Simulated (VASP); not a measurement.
Output of a VASP run:

**OSZICAR**
```
       N       E                     dE             d eps       ncg     rms          rms(c)
DAV:   1     0.119932509578E+03    0.11993E+03   -0.11100E+04  3803   0.193E+03
DAV:   2    -0.442424626459E+02   -0.16417E+03   -0.16019E+03  3941   0.409E+02
DAV:   3    -0.519208392695E+02   -0.76784E+01   -0.76331E+01  4704   0.966E+01
DAV:   4    -0.520784115429E+02   -0.15757E+00   -0.15751E+00  4793   0.127E+01
DAV:   5    -0.520856623714E+02   -0.72508E-02   -0.72508E-02  5703   0.241E+00    0.878E+00
DAV:   6    -0.467114434587E+02    0.53742E+01   -0.49025E+00  4067   0.362E+01    0.395E+00
DAV:   7    -0.465902085291E+02    0.12123E+00   -0.53271E-01  4067   0.945E+00    0.251E+00
DAV:   8    -0.466144902363E+02   -0.24282E-01   -0.15021E-01  4201   0.338E+00    0.137E+00
DAV:   9    -0.466157141218E+02   -0.12239E-02   -0.74812E-02  3927   0.323E+00    0.363E-01
DAV:  10    -0.466261793193E+02   -0.10465E-01   -0.26038E-02  4116   0.203E+00    0.223E-01
DAV:  11    -0.466256783116E+02    0.50101E-03   -0.66607E-03  3955   0.912E-01    0.197E-01
DAV:  12    -0.466274200148E+02   -0.17417E-02   -0.10507E-03  4319   0.333E-01    0.883E-02
DAV:  13    -0.466274942003E+02   -0.74186E-04   -0.20949E-04  4543   0.145E-01    0.703E-02
DAV:  14    -0.466274008588E+02    0.93342E-04   -0.10854E-04  4109   0.108E-01    0.995E-02
DAV:  15    -0.466277849828E+02   -0.38412E-03   -0.39353E-04  3899   0.230E-01    0.207E-02
DAV:  16    -0.466277856590E+02   -0.67628E-06   -0.81467E-06  4613   0.265E-02    0.214E-02
DAV:  17    -0.466277853215E+02    0.33752E-06   -0.30056E-07  4458   0.619E-03    0.191E-02
DAV:  18    -0.466277879380E+02   -0.26165E-05   -0.45094E-06  4214   0.294E-02    0.195E-02
DAV:  19    -0.466277879863E+02   -0.48243E-07   -0.44015E-07  4069   0.482E-03
   1 F= -.46627788E+02 E0= -.46627155E+02  d E =-.189879E-02
```

OUTCAR:
```
------------------------ aborting loop because EDIFF is reached ----------------------------------------
  FORCE on cell =-STRESS in cart. coord.  units (eV):
  Direction    XX          YY          ZZ          XY          YZ          ZX
  --------------------------------------------------------------------------------------
  Total        0.1502162      0.1502162      0.0941217      0.0000000      0.0000000      0.0000000
  in kB        6.8733531      6.8733531      4.3066686      0.0000000      0.0000000      0.0000000
  external PRESSURE =       6.0177916 kB  Pullay stress =       0.0000000 kB
  volume of cell :       35.02
      direct lattice vectors                 reciprocal lattice vectors
     3.271545133  0.000000000  0.000000000     0.305665965  0.000000000  0.000000000
     0.000000000  3.271545133  0.000000000     0.000000000  0.305665965  0.000000000
     0.000000000  0.000000000  3.271545133     0.000000000  0.000000000  0.305665965
 POSITION                                       TOTAL-FORCE (eV/Angst)
 -----------------------------------------------------------------------------------
      1.63577      1.63577      1.63577        -0.000000      0.000000     -0.301512
      0.00000      0.00000      3.19655         0.000000     -0.000000      0.301512
 -----------------------------------------------------------------------------------
    total drift:                                0.000000      0.000000     -0.000386
  FREE ENERGIE OF THE ION-ELECTRON SYSTEM (eV)
  ---------------------------------------------------
  free  energy   TOTEN  =       -46.6277879863 eV

  energy  without entropy=      -46.6258892011  energy(sigma->0) =      -46.62715506
```
(Selected blocks of OUTCAR.)

**POSCAR**
```
PdIn
1
    3.2715451328     0.0000000000     0.0000000000
    0.0000000000     3.2715451328     0.0000000000
    0.0000000000     0.0000000000     3.2715451328
In Pd
1 1
Direct
  0.5000000000   0.5000000000   0.5000000000
  0.0000000000   0.0000000000  -0.0229249474
```

Q: Reconstruct the remaining input files.

A: Several could match; the one computed here: the input of the run itself, r2SCAN meta-GGA, plane waves, VASP's PBE PAW potentials (set 64).

KPOINTS:
```
Automatic
0
Gamma
  10 10 10
```

### INCAR
```
# general
SYSTEM  = PdIn
PREC    = Accurate
ENCUT   = 480
LREAL   = .FALSE.
LASPH   = .TRUE.

# electronic loop
EDIFF   = 1E-7
NELM    = 100
ALGO    = Normal
LMAXMIX = 4
LMIXTAU = .TRUE.

# smearing
ISMEAR  = 1
SIGMA   = 0.1

# functional
METAGGA = R2SCAN

# ions
ISIF    = 2

# output
LWAVE   = .FALSE.
LCHARG  = .FALSE.
```

POTCAR, in this order: In_d Pd (PBE.64 set). Program: vasp_std.

The compound is PdIn in the CsCl type structure. This cell was strained or had an atom moved on purpose. The electron count is odd and the run is not spin-polarised, which forces a metal.
